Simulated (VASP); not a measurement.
Given:

```yaml
crystal:
  lattice:
    - [4.51817, 0.00000, 0.00000]
    - [0.00000, 4.51817, 0.00000]
    - [0.00000, 0.00000, 16.74463]
  atoms:
    - { symbol: Bi, position: [0.50000, 0.00000, 0.58196] }
    - { symbol: Bi, position: [0.00000, 0.50000, 0.41804] }
    - { symbol: P, position: [0.00000, 0.00000, 0.50000] }
    - { symbol: P, position: [0.50000, 0.50000, 0.50000] }
```

Method: PBE GGA, VASP's PBE PAW potentials (set 64) (plane waves; VASP). Settings: 300 eV cut-off, 5×5×1 Γ-centred mesh, Gaussian smearing of 0.14 eV, potentials Bi_d P.

At this cut-off the stress carries a Pulay error, which pulls relaxed volumes low. The cell holds a wide vacuum, so values per volume refer to the whole cell.

**Question.** Which forces act on the atoms, in eV/Å?

**Answer.** 
```tsv
atom	Fx	Fy	Fz
Bi1	0.000	0.000	0.969
Bi2	0.000	0.000	-0.969
P3	0.000	0.000	0.000
P4	0.000	0.000	0.000
```

**Question.** Give the stress tensor in GPa (positive for a compressed cell).

**Answer.** 
```
3.98  0.00  0.00
0.00  3.98  0.00
0.00  0.00  1.11
```
The pressure is its mean diagonal, 3.03 GPa.

The cell is a sheet with vacuum, built from a generated structure.
